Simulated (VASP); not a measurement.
Calculation: PBEsol GGA, VASP's PBE PAW potentials (set 64) (plane waves; VASP 6.6.1).

A VASP calculation is set up with these files.

INCAR:
```
ALGO = Normal
EDIFF = 1E-6
EDIFFG = -0.01
ENCUT = 400
GGA = PS
IBRION = 2
ISIF = 3
ISMEAR = 1
LASPH = .TRUE.
LCHARG = .FALSE.
LMAXMIX = 4
LREAL = .FALSE.
LWAVE = .FALSE.
NELM = 100
NSW = 60
PREC = Accurate
SIGMA = 0.1
SYSTEM = Bi
```

**POSCAR**
```
Bi
1
    4.1658200000    -2.2750000000     0.0000000000
    4.1658200000     2.2750000000     0.0000000000
    2.9234170000     0.0000000000     3.7394270000
Bi
2
Direct
  0.2340000000   0.2340000000   0.2340000000
  0.7660000000   0.7660000000   0.7660000000
```

KPOINTS:
```
Automatic mesh
0
Gamma
9 9 9
0 0 0
```

POTCAR, in this order: Bi_d (PBE.64 set). Program: vasp_std.

Output

**OSZICAR**
```
       N       E                     dE             d eps       ncg     rms          rms(c)
DAV:   1     0.271124447570E+03    0.27112E+03   -0.14674E+04  3246   0.160E+03
DAV:   2     0.132196041044E+02   -0.25790E+03   -0.25430E+03  3257   0.416E+02
DAV:   3    -0.787782907805E+01   -0.21097E+02   -0.20719E+02  3746   0.146E+02
DAV:   4    -0.858578926272E+01   -0.70796E+00   -0.70660E+00  3590   0.296E+01
DAV:   5    -0.862117515809E+01   -0.35386E-01   -0.35384E-01  4467   0.573E+00    0.108E+00
DAV:   6    -0.860963094494E+01    0.11544E-01   -0.20175E-02  3746   0.178E+00    0.630E-01
DAV:   7    -0.860500488870E+01    0.46261E-02   -0.15319E-02  3866   0.157E+00    0.119E-01
DAV:   8    -0.860497989203E+01    0.24997E-04   -0.17418E-03  3465   0.559E-01    0.183E-02
DAV:   9    -0.860498635513E+01   -0.64631E-05   -0.82402E-05  4580   0.921E-02    0.920E-03
DAV:  10    -0.860498565325E+01    0.70188E-06   -0.42806E-06  3005   0.195E-02
   1 F= -.86049857E+01 E0= -.86050291E+01  d E =-.860499E+01
       N       E                     dE             d eps       ncg     rms          rms(c)
DAV:   1    -0.888061524897E+01   -0.27563E+00   -0.78512E+00  3524   0.431E+01    0.273E+00
DAV:   2    -0.864909777182E+01    0.23152E+00   -0.50793E-01  3500   0.110E+01    0.110E+00
DAV:   3    -0.860849696393E+01    0.40601E-01   -0.19148E-01  4069   0.648E+00    0.113E-01
DAV:   4    -0.860882534662E+01   -0.32838E-03   -0.46226E-03  3256   0.626E-01    0.602E-02
DAV:   5    -0.860912017436E+01   -0.29483E-03   -0.11516E-03  3792   0.310E-01    0.393E-02
DAV:   6    -0.860912558790E+01   -0.54135E-05   -0.71351E-05  4068   0.920E-02    0.662E-03
DAV:   7    -0.860912231399E+01    0.32739E-05   -0.13957E-05  3630   0.351E-02    0.255E-03
DAV:   8    -0.860912207614E+01    0.23784E-06   -0.44075E-07  1675   0.549E-03
   2 F= -.86091221E+01 E0= -.86091652E+01  d E =-.413642E-02
       N       E                     dE             d eps       ncg     rms          rms(c)
DAV:   1    -0.862146688608E+01   -0.12345E-01   -0.36227E-01  3524   0.964E+00    0.570E-01
DAV:   2    -0.861132699266E+01    0.10140E-01   -0.21666E-02  3497   0.233E+00    0.233E-01
DAV:   3    -0.860944827007E+01    0.18787E-02   -0.90077E-03  4083   0.140E+00    0.256E-02
DAV:   4    -0.860945139086E+01   -0.31208E-05   -0.21792E-04  3254   0.146E-01    0.127E-02
DAV:   5    -0.860945429115E+01   -0.29003E-05   -0.54674E-05  3976   0.726E-02    0.918E-03
DAV:   6    -0.860945237319E+01    0.19180E-05   -0.34342E-06  2738   0.246E-02    0.144E-03
DAV:   7    -0.860945302611E+01   -0.65291E-06   -0.90624E-07  1630   0.872E-03
   3 F= -.86094530E+01 E0= -.86094961E+01  d E =-.446737E-02
       N       E                     dE             d eps       ncg     rms          rms(c)
DAV:   1    -0.860991877730E+01   -0.46640E-03   -0.12180E+00  3521   0.839E+00    0.258E-01
DAV:   2    -0.861241395461E+01   -0.24952E-02   -0.49381E-02  3570   0.209E+00    0.149E-01
DAV:   3    -0.861183880615E+01    0.57515E-03   -0.67637E-03  3678   0.118E+00    0.381E-02
DAV:   4    -0.861183220356E+01    0.66026E-05   -0.47176E-04  3487   0.270E-01    0.167E-02
DAV:   5    -0.861184001971E+01   -0.78161E-05   -0.41183E-05  4274   0.694E-02    0.710E-03
DAV:   6    -0.861184132234E+01   -0.13026E-05   -0.71801E-06  3621   0.368E-02    0.281E-03
DAV:   7    -0.861184123623E+01    0.86106E-07   -0.51859E-07  1633   0.123E-02
   4 F= -.86118412E+01 E0= -.86118835E+01  d E =-.238821E-02
       N       E                     dE             d eps       ncg     rms          rms(c)
DAV:   1    -0.859514743515E+01    0.16694E-01   -0.10748E+01  3527   0.239E+01    0.755E-01
DAV:   2    -0.861844336648E+01   -0.23296E-01   -0.44400E-01  3489   0.630E+00    0.442E-01
DAV:   3    -0.861294520129E+01    0.54982E-02   -0.51821E-02  3720   0.327E+00    0.888E-02
DAV:   4    -0.861304901122E+01   -0.10381E-03   -0.35967E-03  3370   0.703E-01    0.480E-02
DAV:   5    -0.861309685245E+01   -0.47841E-04   -0.33581E-04  4599   0.192E-01    0.214E-02
DAV:   6    -0.861310434745E+01   -0.74950E-05   -0.46443E-05  4255   0.974E-02    0.882E-03
DAV:   7    -0.861310357283E+01    0.77462E-06   -0.49457E-06  3092   0.355E-02
   5 F= -.86131036E+01 E0= -.86131629E+01  d E =-.365055E-02
       N       E                     dE             d eps       ncg     rms          rms(c)
DAV:   1    -0.861498543180E+01   -0.18811E-02   -0.13726E+00  4290   0.925E+00    0.300E-01
DAV:   2    -0.861417541723E+01    0.81001E-03   -0.25998E-02  4096   0.186E+00    0.133E-01
DAV:   3    -0.861362001637E+01    0.55540E-03   -0.40169E-03  3809   0.906E-01    0.260E-02
DAV:   4    -0.861362724900E+01   -0.72326E-05   -0.23632E-04  3430   0.164E-01    0.133E-02
DAV:   5    -0.861362655501E+01    0.69399E-06   -0.18748E-05  4528   0.499E-02    0.451E-03
DAV:   6    -0.861362627441E+01    0.28060E-06   -0.37816E-06  2656   0.251E-02
   6 F= -.86136263E+01 E0= -.86136749E+01  d E =-.417325E-02
       N       E                     dE             d eps       ncg     rms          rms(c)
DAV:   1    -0.861678618967E+01   -0.31596E-02   -0.13049E-01  3511   0.347E+00    0.279E-01
DAV:   2    -0.861491830066E+01    0.18679E-02   -0.51512E-03  3508   0.131E+00    0.168E-01
DAV:   3    -0.861388565967E+01    0.10326E-02   -0.24897E-03  4794   0.950E-01    0.298E-02
DAV:   4    -0.861391556812E+01   -0.29908E-04   -0.61513E-04  3515   0.374E-01    0.136E-02
DAV:   5    -0.861391263485E+01    0.29333E-05   -0.24062E-05  5014   0.905E-02    0.270E-03
DAV:   6    -0.861391308911E+01   -0.45426E-06   -0.46260E-06  2994   0.299E-02
   7 F= -.86139131E+01 E0= -.86139514E+01  d E =-.286815E-03
       N       E                     dE             d eps       ncg     rms          rms(c)
DAV:   1    -0.861464749353E+01   -0.73486E-03   -0.31393E-02  3514   0.170E+00    0.137E-01
DAV:   2    -0.861420240605E+01    0.44509E-03   -0.12390E-03  3537   0.660E-01    0.824E-02
DAV:   3    -0.861395334942E+01    0.24906E-03   -0.59588E-04  4762   0.473E-01    0.148E-02
DAV:   4    -0.861396027454E+01   -0.69251E-05   -0.15563E-04  3512   0.190E-01    0.674E-03
DAV:   5    -0.861395915626E+01    0.11183E-05   -0.54840E-06  3362   0.451E-02    0.119E-03
DAV:   6    -0.861395939054E+01   -0.23428E-06   -0.10959E-06  1639   0.148E-02
   8 F= -.86139594E+01 E0= -.86139933E+01  d E =-.333116E-03
       N       E                     dE             d eps       ncg     rms          rms(c)
DAV:   1    -0.862170302506E+01   -0.77439E-02   -0.24794E-01  3575   0.714E+00    0.454E-01
DAV:   2    -0.861552164752E+01    0.61814E-02   -0.13982E-02  3536   0.198E+00    0.210E-01
DAV:   3    -0.861397817949E+01    0.15435E-02   -0.59018E-03  4219   0.122E+00    0.420E-02
DAV:   4    -0.861397963858E+01   -0.14591E-05   -0.49706E-04  3521   0.257E-01    0.139E-02
DAV:   5    -0.861398009370E+01   -0.45512E-06   -0.51656E-05  4355   0.110E-01    0.776E-03
DAV:   6    -0.861397949238E+01    0.60132E-06   -0.72577E-06  3242   0.493E-02
   9 F= -.86139795E+01 E0= -.86140049E+01  d E =-.201018E-04
       N       E                     dE             d eps       ncg     rms          rms(c)
DAV:   1    -0.861557379131E+01   -0.15937E-02   -0.49675E-02  3566   0.322E+00    0.202E-01
DAV:   2    -0.861435088470E+01    0.12229E-02   -0.27773E-03  3552   0.889E-01    0.938E-02
DAV:   3    -0.861404059106E+01    0.31029E-03   -0.11870E-03  4222   0.545E-01    0.188E-02
DAV:   4    -0.861403537303E+01    0.52180E-05   -0.99020E-05  3564   0.115E-01    0.628E-03
DAV:   5    -0.861403395848E+01    0.14145E-05   -0.10745E-05  4133   0.511E-02    0.349E-03
DAV:   6    -0.861403383261E+01    0.12587E-06   -0.11696E-06  1624   0.223E-02
  10 F= -.86140338E+01 E0= -.86140630E+01  d E =-.744421E-04
```

File OUTCAR:
```
------------------------ aborting loop because EDIFF is reached ----------------------------------------
  FORCE on cell =-STRESS in cart. coord.  units (eV):
  Direction    XX          YY          ZZ          XY          YZ          ZX
  --------------------------------------------------------------------------------------
  Total       -0.0014821      0.0086234      0.0075079      0.0000000      0.0000000     -0.0033575
  in kB       -0.0345359      0.2009414      0.1749480      0.0000000      0.0000000     -0.0782360
  external PRESSURE =       0.1137845 kB  Pullay stress =       0.0000000 kB
  volume of cell :       68.76
      direct lattice vectors                 reciprocal lattice vectors
     4.094131141 -2.261665292 -0.015705603     0.121765274 -0.221076037 -0.094042869
     4.094131141  2.261665292 -0.015705603     0.121765274  0.221076037 -0.094042869
     2.859010380 -0.000000000  3.701803077     0.001033225  0.000000000  0.269340637
 POSITION                                       TOTAL-FORCE (eV/Angst)
 -----------------------------------------------------------------------------------
      2.61414     -0.00000      0.86853         0.002821     -0.000000      0.000937
      8.43313     -0.00000      2.80186        -0.002821      0.000000     -0.000937
 -----------------------------------------------------------------------------------
    total drift:                                0.000000     -0.000000      0.000000
  FREE ENERGIE OF THE ION-ELECTRON SYSTEM (eV)
  ---------------------------------------------------
  free  energy   TOTEN  =        -8.6140338326 eV

  energy  without entropy=       -8.6141212027  energy(sigma->0) =       -8.61406296

 reached required accuracy - stopping structural energy minimisation
```
(Selected blocks of OUTCAR.)

### CONTCAR
```
Bi
   1.00000000000000
     4.0941311409930972   -2.2616652922816241   -0.0157056032849749
     4.0941311409930972    2.2616652922816241   -0.0157056032849749
     2.8590103798885158   -0.0000000000000000    3.7018030765563648
  Bi
     2
Direct
     0.2366323659003018    0.2366323659003018    0.2366323659000166
     0.7633676340996981    0.7633676340996981    0.7633676340999834
```

Energy and stress use the plane-wave basis of the starting cell.

The compound is Bi in the a7 structure. This run relaxes it. Symmetry was kept, so distortions that lower it aren't found.
